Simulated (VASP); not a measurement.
# B6As with r2SCAN: from relaxation to properties, part 4 of 6

Wanted: the relaxed cell of B6As and its properties. The start is a computed cell from the Materials Project.

VASP 6.6.1; r2SCAN; plane waves and PAW (B, As).

So far, gap on the k-mesh (eV): step 2 (relaxing cell and atoms (r2SCAN)) 2.88; step 5 (total and projected DOS (r2SCAN)) 2.88.

**6. Volume scan with r2SCAN**

An equation of state needs energies on both sides of the minimum, all on one mesh and cutoff.

INCAR reads:

```
SYSTEM = B6As
PREC = Accurate
ENCUT = 420
EDIFF = 1E-06
NELM = 100
ISMEAR = 0
SIGMA = 0.05
LREAL = .FALSE.
ALGO = Normal
METAGGA = R2SCAN
LASPH = .TRUE.
NBANDS = 37
LORBIT = 11
LWAVE = .FALSE.
LCHARG = .FALSE.
KPAR = 8
ISIF = 2
```

POSCAR reads:

```
B6As
1.0
    3.0055636222      1.7352629664      3.8852903376
   -3.0055636222      1.7352629664      3.8852903376
    0.0000000000     -3.4705259327      3.8852903376
B As
12 2
Direct
    0.0151726854      0.0151726854      0.3249499672
    0.0151726854      0.3249499672      0.0151726854
    0.8217650318      0.2726610933      0.8217650318
    0.8217650318      0.8217650318      0.2726610933
    0.2726610933      0.8217650318      0.8217650318
    0.7273389067      0.1782349682      0.1782349682
    0.1782349682      0.7273389067      0.1782349682
    0.1782349682      0.1782349682      0.7273389067
    0.9848273146      0.6750500328      0.9848273146
    0.9848273146      0.9848273146      0.6750500328
    0.6750500328      0.9848273146      0.9848273146
    0.3249499672      0.0151726854      0.0151726854
    0.6004097805      0.6004097805      0.6004097805
    0.3995902195      0.3995902195      0.3995902195
```

KPOINTS reads:

```
Automatic mesh
0
Gamma
6 6 6
0 0 0
```

The projector-augmented-wave data sets are B and As (PBE family, release 64).

Launch:

```
$ mpirun -np 8 vasp_std
```

Output:

```text
[... set-up lines as in an earlier step ...]
 entering main loop
       N       E                     dE             d eps       ncg     rms          rms(c)
DAV:   1     0.709063517199E+02    0.70906E+02   -0.18879E+04  2368   0.981E+02
DAV:   2    -0.126197465742E+03   -0.19710E+03   -0.18480E+03  3023   0.205E+02
DAV:   3    -0.134256584489E+03   -0.80591E+01   -0.79907E+01  3104   0.385E+01
DAV:   4    -0.134325781199E+03   -0.69197E-01   -0.69083E-01  3056   0.376E+00
DAV:   5    -0.134326617348E+03   -0.83615E-03   -0.83584E-03  3071   0.382E-01    0.141E+01
DAV:   6    -0.120711196319E+03    0.13615E+02   -0.88413E+00  2674   0.159E+01    0.824E+00
DAV:   7    -0.120138621011E+03    0.57258E+00   -0.40187E+00  3062   0.968E+00    0.302E+00
DAV:   8    -0.120134823486E+03    0.37975E-02   -0.71103E-01  2760   0.414E+00    0.135E+00
DAV:   9    -0.120131398762E+03    0.34247E-02   -0.32735E-02  2915   0.894E-01    0.802E-01
DAV:  10    -0.120131724176E+03   -0.32541E-03   -0.95292E-03  2859   0.485E-01    0.150E-01
DAV:  11    -0.120131653488E+03    0.70688E-04   -0.16203E-03  2721   0.208E-01    0.618E-02
DAV:  12    -0.120131658982E+03   -0.54942E-05   -0.18165E-04  2900   0.716E-02    0.122E-02
DAV:  13    -0.120131661703E+03   -0.27214E-05   -0.18872E-05  2913   0.215E-02    0.702E-03
DAV:  14    -0.120131661543E+03    0.16075E-06   -0.16595E-06  2354   0.858E-03
   1 F= -.12013166E+03 E0= -.12013166E+03  d E =-.852312E-15
```

The job ended after 47 s (8 MPI ranks of AMD EPYC 9R45, shared host; peak memory 2.1 GiB).

From OUTCAR (step 6):

```text
   ENCUT  =  420.0 eV  30.87 Ry    5.56 a.u.   8.71  8.71  8.71*2*pi/ulx,y,z

   NELECT =      46.0000    total number of electrons

 E-fermi :   5.1350

 k-point     1 :       0.0000    0.0000    0.0000
  band No.  band energies     occupation
    ...
     19       3.5090      2.00000
     20       4.7326      2.00000
     21       4.7326      2.00000
     22       4.8396      2.00000
     23       4.8396      2.00000
     24       9.9167      0.00000
     25      10.1211      0.00000
     26      10.1211      0.00000
     27      10.5055      0.00000
     28      11.3564      0.00000
    ...

  Total       11.0281423     11.0281423      9.9630036      0.0000000      0.0000000      0.0000000
  in kB      145.3272289    145.3272289    131.2909888      0.0000000      0.0000000      0.0000000
  external PRESSURE =     140.6484822 kB  Pullay stress =       0.0000000 kB

 POSITION                                       TOTAL-FORCE (eV/Angst)
 -----------------------------------------------------------------------------------
      0.00000     -1.07509      1.38043        -0.000000     -0.029468      0.298306
     -0.93106      0.53755      1.38043        -0.025520      0.014734      0.298306
      1.65037     -0.95284      7.44496        -0.258133      0.149033     -0.032481
      0.00000      1.90568      7.44496        -0.000000     -0.298066     -0.032481
     -1.65037     -0.95284      7.44496         0.258133      0.149033     -0.032481
      1.65037      0.95284      4.21091        -0.258133     -0.149033      0.032481
     -1.65037      0.95284      4.21091         0.258133     -0.149033      0.032481
      0.00000     -1.90568      4.21091        -0.000000      0.298066      0.032481
      0.93106     -0.53755     10.27545         0.025520     -0.014734     -0.298306
      0.00000      1.07509     10.27545        -0.000000      0.029468     -0.298306
     -0.93106     -0.53755     10.27545        -0.025520     -0.014734     -0.298306
      0.93106      0.53755      1.38043         0.025520      0.014734      0.298306
      0.00000      0.00000      6.99830        -0.000000      0.000000      0.084586
      0.00000      0.00000      4.65757        -0.000000     -0.000000     -0.084586
 -----------------------------------------------------------------------------------
    total drift:                                0.000000      0.000000     -0.000000

  FREE ENERGIE OF THE ION-ELECTRON SYSTEM (eV)
  ---------------------------------------------------
  free  energy   TOTEN  =      -120.1316615426 eV

  energy  without entropy=     -120.1316615426  energy(sigma->0) =     -120.13166154

[... 3 parts as in an earlier step ...]

[... 13 further parts left out ...]
```

The scan keeps the cell's shape and the fractional positions fixed.

Numbers from this step:

```
bands                          : 37
irreducible k-points           : 32
free energy (TOTEN)            : -120.1317 eV
Fermi energy                   : 5.135 eV
pressure                       : 14.06 GPa
least direct gap at k          : 0.5, 0, 0
gap on the k-mesh              : 3.010 eV
least direct gap on the k-mesh : 3.082 eV
```

Force by atom:

```
atom  x (eV/Å)  y (eV/Å)  z (eV/Å)   size
  B1     0.000    -0.029     0.298  0.300
  B2    -0.026     0.015     0.298  0.300
  B3    -0.258     0.149    -0.032  0.300
  B4     0.000    -0.298    -0.032  0.300
  B5     0.258     0.149    -0.032  0.300
  B6    -0.258    -0.149     0.032  0.300
  B7     0.258    -0.149     0.032  0.300
  B8     0.000     0.298     0.032  0.300
  B9     0.026    -0.015    -0.298  0.300
 B10     0.000     0.029    -0.298  0.300
 B11    -0.026    -0.015    -0.298  0.300
 B12     0.026     0.015     0.298  0.300
As13     0.000     0.000     0.085  0.085
As14     0.000     0.000    -0.085  0.085
```

The pressure here is 14.06 GPa.

**7. Volume scan with r2SCAN (run 2)**

INCAR is that of step 6.

POSCAR, as its differences from that of step 6:

```diff
@@ -2,5 +2,5 @@
 1.0
-    3.0055636222      1.7352629664      3.8852903376
-   -3.0055636222      1.7352629664      3.8852903376
-    0.0000000000     -3.4705259327      3.8852903376
+    3.0267302606      1.7474835307      3.9126524387
+   -3.0267302606      1.7474835307      3.9126524387
+    0.0000000000     -3.4949670614      3.9126524387
 B As
```

KPOINTS is that of step 6.

Launch:

```
$ mpirun -np 8 vasp_std
```

Output:

```text
[... set-up lines as in an earlier step ...]
 entering main loop
       N       E                     dE             d eps       ncg     rms          rms(c)
DAV:   1     0.692042278995E+02    0.69204E+02   -0.18833E+04  2368   0.979E+02
DAV:   2    -0.125691551888E+03   -0.19490E+03   -0.18428E+03  3034   0.204E+02
DAV:   3    -0.134083179298E+03   -0.83916E+01   -0.83186E+01  3072   0.391E+01
DAV:   4    -0.134159636809E+03   -0.76458E-01   -0.76310E-01  3086   0.390E+00
DAV:   5    -0.134160538806E+03   -0.90200E-03   -0.90171E-03  3031   0.392E-01    0.137E+01
DAV:   6    -0.120866645347E+03    0.13294E+02   -0.84640E+00  2693   0.154E+01    0.802E+00
DAV:   7    -0.120322440640E+03    0.54420E+00   -0.38396E+00  3083   0.942E+00    0.296E+00
DAV:   8    -0.120320183455E+03    0.22572E-02   -0.68910E-01  2752   0.405E+00    0.129E+00
DAV:   9    -0.120317134925E+03    0.30485E-02   -0.31670E-02  2896   0.870E-01    0.765E-01
DAV:  10    -0.120317497446E+03   -0.36252E-03   -0.91323E-03  2874   0.474E-01    0.149E-01
DAV:  11    -0.120317441866E+03    0.55580E-04   -0.15602E-03  2742   0.204E-01    0.635E-02
DAV:  12    -0.120317448116E+03   -0.62500E-05   -0.18158E-04  2858   0.714E-02    0.121E-02
DAV:  13    -0.120317450948E+03   -0.28320E-05   -0.19181E-05  2929   0.217E-02    0.714E-03
DAV:  14    -0.120317450815E+03    0.13285E-06   -0.16918E-06  2406   0.863E-03
   1 F= -.12031745E+03 E0= -.12031745E+03  d E =-.385256E-16
```

Wall time 46 s (8 MPI ranks); peak memory 2.1 GiB.

From OUTCAR (step 7):

```text
   ENCUT  =  420.0 eV  30.87 Ry    5.56 a.u.   8.77  8.77  8.77*2*pi/ulx,y,z

   NELECT =      46.0000    total number of electrons

 E-fermi :   4.9780

 k-point     1 :       0.0000    0.0000    0.0000
  band No.  band energies     occupation
    ...
     19       3.3398      2.00000
     20       4.5382      2.00000
     21       4.5382      2.00000
     22       4.6550      2.00000
     23       4.6550      2.00000
     24       9.6576      0.00000
     25       9.8966      0.00000
     26       9.8966      0.00000
     27      10.2200      0.00000
     28      11.1024      0.00000
    ...

  Total        7.1527386      7.1527386      6.4784556      0.0000000     -0.0000000      0.0000000
  in kB       92.2940291     92.2940291     83.5935441      0.0000000     -0.0000000      0.0000000
  external PRESSURE =      89.3938674 kB  Pullay stress =       0.0000000 kB

 POSITION                                       TOTAL-FORCE (eV/Angst)
 -----------------------------------------------------------------------------------
      0.00000     -1.08266      1.39015        -0.000000     -0.019167      0.191598
     -0.93761      0.54133      1.39015        -0.016599      0.009583      0.191598
      1.66199     -0.95955      7.49739        -0.168732      0.097417     -0.021185
      0.00000      1.91910      7.49739        -0.000000     -0.194835     -0.021185
     -1.66199     -0.95955      7.49739         0.168732      0.097417     -0.021185
      1.66199      0.95955      4.24057        -0.168732     -0.097417      0.021185
     -1.66199      0.95955      4.24057         0.168732     -0.097417      0.021185
      0.00000     -1.91910      4.24057        -0.000000      0.194835      0.021185
      0.93761     -0.54133     10.34781         0.016599     -0.009583     -0.191598
      0.00000      1.08266     10.34781        -0.000000      0.019167     -0.191598
     -0.93761     -0.54133     10.34781        -0.016599     -0.009583     -0.191598
      0.93761      0.54133      1.39015         0.016599      0.009583      0.191598
      0.00000      0.00000      7.04758        -0.000000     -0.000000      0.054942
      0.00000      0.00000      4.69037        -0.000000     -0.000000     -0.054942
 -----------------------------------------------------------------------------------
    total drift:                                0.000000      0.000000     -0.000000

  FREE ENERGIE OF THE ION-ELECTRON SYSTEM (eV)
  ---------------------------------------------------
  free  energy   TOTEN  =      -120.3174508153 eV

  energy  without entropy=     -120.3174508153  energy(sigma->0) =     -120.31745082

[... 3 parts as in an earlier step ...]

[... 13 further parts left out ...]
```

Numbers from this step:

| Quantity | Value |
| --- | --- |
| free energy (TOTEN) | -120.3175 eV |
| Fermi energy | 4.978 eV |
| pressure | 8.939 GPa |
| gap on the k-mesh | 2.966 eV |
| least direct gap on the k-mesh | 3.051 eV |

Force by atom:

```csv
atom,x (eV/Å),y (eV/Å),z (eV/Å),size
B1,0.000,-0.019,0.192,0.193
B2,-0.017,0.010,0.192,0.193
B3,-0.169,0.097,-0.021,0.196
B4,0.000,-0.195,-0.021,0.196
B5,0.169,0.097,-0.021,0.196
B6,-0.169,-0.097,0.021,0.196
B7,0.169,-0.097,0.021,0.196
B8,0.000,0.195,0.021,0.196
B9,0.017,-0.010,-0.192,0.193
B10,0.000,0.019,-0.192,0.193
B11,-0.017,-0.010,-0.192,0.193
B12,0.017,0.010,0.192,0.193
As13,0.000,0.000,0.055,0.055
As14,0.000,0.000,-0.055,0.055
```

The pressure falls from 14.06 to 8.94 GPa.

The run ends at a pressure of 8.94 GPa, with forces up to 0.20 eV/Å.

**8. Volume scan with r2SCAN (run 3)**

INCAR is that of step 7.

POSCAR, as its differences from that of step 7:

```diff
@@ -2,5 +2,5 @@
 1.0
-    3.0267302606      1.7474835307      3.9126524387
-   -3.0267302606      1.7474835307      3.9126524387
-    0.0000000000     -3.4949670614      3.9126524387
+    3.0476049220      1.7595355221      3.9396371013
+   -3.0476049220      1.7595355221      3.9396371013
+    0.0000000000     -3.5190710443      3.9396371013
 B As
```

KPOINTS is that of step 7.

Launch:

```
$ mpirun -np 8 vasp_std
```

Output:

```text
[... set-up lines as in an earlier step ...]
 entering main loop
       N       E                     dE             d eps       ncg     rms          rms(c)
DAV:   1     0.667582703766E+02    0.66758E+02   -0.18650E+04  2368   0.975E+02
DAV:   2    -0.125804511192E+03   -0.19256E+03   -0.18077E+03  3033   0.201E+02
DAV:   3    -0.133864857162E+03   -0.80603E+01   -0.79914E+01  3096   0.383E+01
DAV:   4    -0.133936797442E+03   -0.71940E-01   -0.71822E-01  3088   0.380E+00
[...]
DAV:  12    -0.120424249941E+03   -0.78126E-05   -0.18337E-04  2895   0.714E-02    0.118E-02
DAV:  13    -0.120424252755E+03   -0.28140E-05   -0.19391E-05  2934   0.217E-02    0.708E-03
DAV:  14    -0.120424252644E+03    0.11034E-06   -0.17311E-06  2377   0.863E-03
   1 F= -.12042425E+03 E0= -.12042425E+03  d E =-.363656E-16
```

Elapsed: 43 s, on 8 MPI ranks; peak memory 2.1 GiB; 5.6 min of CPU time.

OUTCAR, selected parts (step 8):

```text
  Total        3.4805738      3.4805738      3.1792817      0.0000000     -0.0000000      0.0000000
  in kB       43.9943856     43.9943856     40.1860589      0.0000000     -0.0000000      0.0000000
  external PRESSURE =      42.7249433 kB  Pullay stress =       0.0000000 kB

 POSITION                                       TOTAL-FORCE (eV/Angst)
 -----------------------------------------------------------------------------------
      0.00000     -1.09013      1.39973         0.000000     -0.009780      0.091605
     -0.94408      0.54506      1.39973        -0.008470      0.004890      0.091605
      1.67345     -0.96617      7.54910        -0.082490      0.047626     -0.010051
      0.00000      1.93234      7.54910         0.000000     -0.095252     -0.010051
     -1.67345     -0.96617      7.54910         0.082490      0.047626     -0.010051
      1.67345      0.96617      4.26981        -0.082490     -0.047626      0.010051
     -1.67345      0.96617      4.26981         0.082490     -0.047626      0.010051
      0.00000     -1.93234      4.26981         0.000000      0.095252      0.010051
      0.94408     -0.54506     10.41918         0.008470     -0.004890     -0.091605
      0.00000      1.09013     10.41918         0.000000      0.009780     -0.091605
     -0.94408     -0.54506     10.41918        -0.008470     -0.004890     -0.091605
      0.94408      0.54506      1.39973         0.008470      0.004890      0.091605
      0.00000     -0.00000      7.09619         0.000000     -0.000000      0.028550
      0.00000     -0.00000      4.72272         0.000000      0.000000     -0.028550
 -----------------------------------------------------------------------------------
    total drift:                                0.000000      0.000000     -0.000000

  FREE ENERGIE OF THE ION-ELECTRON SYSTEM (eV)
  ---------------------------------------------------
  free  energy   TOTEN  =      -120.4242526444 eV

  energy  without entropy=     -120.4242526444  energy(sigma->0) =     -120.42425264

[... 1 part as in an earlier step ...]

[... 2 further parts left out ...]
[key lines of the parts left out:]
E-fermi :   4.8126
```

The pressure falls from 8.94 to 4.27 GPa.

The run ends at a pressure of 4.27 GPa, with forces up to 0.096 eV/Å.

**9. Volume scan with r2SCAN (run 4)**

INCAR is that of step 8.

POSCAR, as its differences from that of step 8:

```diff
@@ -2,5 +2,5 @@
 1.0
-    3.0476049220      1.7595355221      3.9396371013
-   -3.0476049220      1.7595355221      3.9396371013
-    0.0000000000     -3.5190710443      3.9396371013
+    3.0681974718      1.7714246363      3.9662570784
+   -3.0681974718      1.7714246363      3.9662570784
+    0.0000000000     -3.5428492726      3.9662570784
 B As
```

KPOINTS is that of step 8.

Launch:

```
$ mpirun -np 8 vasp_std
```

Output:

```text
[... set-up lines as in an earlier step ...]
 entering main loop
       N       E                     dE             d eps       ncg     rms          rms(c)
DAV:   1     0.642445136910E+02    0.64245E+02   -0.18566E+04  2368   0.974E+02
DAV:   2    -0.125579697634E+03   -0.18982E+03   -0.17856E+03  3038   0.198E+02
DAV:   3    -0.133588618665E+03   -0.80089E+01   -0.79398E+01  3128   0.379E+01
DAV:   4    -0.133662827891E+03   -0.74209E-01   -0.74089E-01  3128   0.381E+00
[...]
DAV:  12    -0.120459093177E+03   -0.93547E-05   -0.18183E-04  2886   0.706E-02    0.117E-02
DAV:  13    -0.120459095952E+03   -0.27752E-05   -0.19128E-05  2955   0.216E-02    0.718E-03
DAV:  14    -0.120459095889E+03    0.62761E-07   -0.17471E-06  2400   0.851E-03
   1 F= -.12045910E+03 E0= -.12045910E+03  d E =-.915431E-12
```

Wall time 44 s (8 MPI ranks); peak memory 2.1 GiB.

From OUTCAR (step 9):

```text
  Total       -0.0006706     -0.0006706      0.0534829      0.0000000      0.0000000      0.0000000
  in kB       -0.0083066     -0.0083066      0.6625027      0.0000000      0.0000000      0.0000000
  external PRESSURE =       0.2152965 kB  Pullay stress =       0.0000000 kB

 POSITION                                       TOTAL-FORCE (eV/Angst)
 -----------------------------------------------------------------------------------
      0.00000     -1.09749      1.40919         0.000000     -0.001197     -0.002168
     -0.95046      0.54875      1.40919        -0.001036      0.000598     -0.002168
      1.68476     -0.97270      7.60011         0.000712     -0.000411      0.000907
      0.00000      1.94539      7.60011         0.000000      0.000822      0.000907
     -1.68476     -0.97270      7.60011        -0.000712     -0.000411      0.000907
      1.68476      0.97270      4.29866         0.000712      0.000411     -0.000907
     -1.68476      0.97270      4.29866        -0.000712      0.000411     -0.000907
      0.00000     -1.94539      4.29866         0.000000     -0.000822     -0.000907
      0.95046     -0.54875     10.48958         0.001036     -0.000598      0.002168
      0.00000      1.09749     10.48958         0.000000      0.001197      0.002168
     -0.95046     -0.54875     10.48958        -0.001036     -0.000598      0.002168
      0.95046      0.54875      1.40919         0.001036      0.000598     -0.002168
      0.00000      0.00000      7.14414         0.000000      0.000000      0.005733
      0.00000      0.00000      4.75463         0.000000     -0.000000     -0.005733
 -----------------------------------------------------------------------------------
    total drift:                                0.000000      0.000000     -0.000000

  FREE ENERGIE OF THE ION-ELECTRON SYSTEM (eV)
  ---------------------------------------------------
  free  energy   TOTEN  =      -120.4590958894 eV

  energy  without entropy=     -120.4590958894  energy(sigma->0) =     -120.45909589

[... 2 parts as in an earlier step ...]

[... 1 further part left out ...]
[key lines of the parts left out:]
E-fermi :   4.6004
```

The pressure falls from 4.27 to 0.02 GPa.

The run ends at a pressure of 0.02 GPa, with forces up to 0.0057 eV/Å.

(Continued in part 5 of 6.)

[Lines on the potential files, build, host, timing and source positions are cut from VASP's logs without a mark.]

[Logs are printed without paths, hosts, clocks, repeated set-up lines and the standing remarks that a program may print on its own settings, such as how far it seeks lower states.]

[Hosts, paths, dates, database ids (printed as entryN), source tags and the programs' standing remarks are cut or masked in the printed files.]

[A measured line is paired with the nearest computed mode of its activity, which favours agreement.]

[In band tables of VASP the shares of atoms and orbitals are scaled to a sum of 1 inside the atoms' spheres.]
